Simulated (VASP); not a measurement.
All values below come from PBE GGA, VASP's PBE PAW potentials (set 64) (plane waves; VASP).

VASP ran on this input.

File KPOINTS:
```
Automatic mesh
0
Gamma
20 20 20
0 0 0
```

INCAR:
```
# general
SYSTEM =V
PREC   =Accurate
ENCUT  =300
LREAL  =.FALSE.
LASPH  =.TRUE.

# electronic loop
EDIFF  =1E-6
NELM   =100
ALGO   =Normal
LMAXMIX=4

# smearing
ISMEAR =0
SIGMA  =0.136

# functional
GGA    =PE

# ions
ISIF   =2

# output
LWAVE  =.FALSE.
LCHARG =.FALSE.
```

File POSCAR:
```
V
2.593950
 -0.5773503730   0.5773503730   0.5773503730
  0.5773503730  -0.5773503730   0.5773503730
  0.5773503730   0.5773503730  -0.5773503730
V
1
Cartesian
  0.0000000000   0.0000000000   0.0000000000
```

POTCAR, in this order: V_sv (PBE.64 set). Program: vasp_std.

Question: What will the output report for the number of irreducible k-points (NKPTS), largest plane-wave count, number of space-group operations, FFT grid (NGX, NGY, NGZ)?

Answer: 
| Item | Value |
|---|---|
| number of irreducible k-points (NKPTS) | 256 |
| largest plane-wave count | 167 |
| number of space-group operations | 48 |
| FFT grid (NGX, NGY, NGZ) | 16 × 16 × 16 |

The structure comes from a computed database's V entry; how it stands against other phases isn't given here. The cell was not relaxed at this level, and its volume differs by -5.9 % from the start's. The run is not spin-polarised, so no magnetic state was tried.
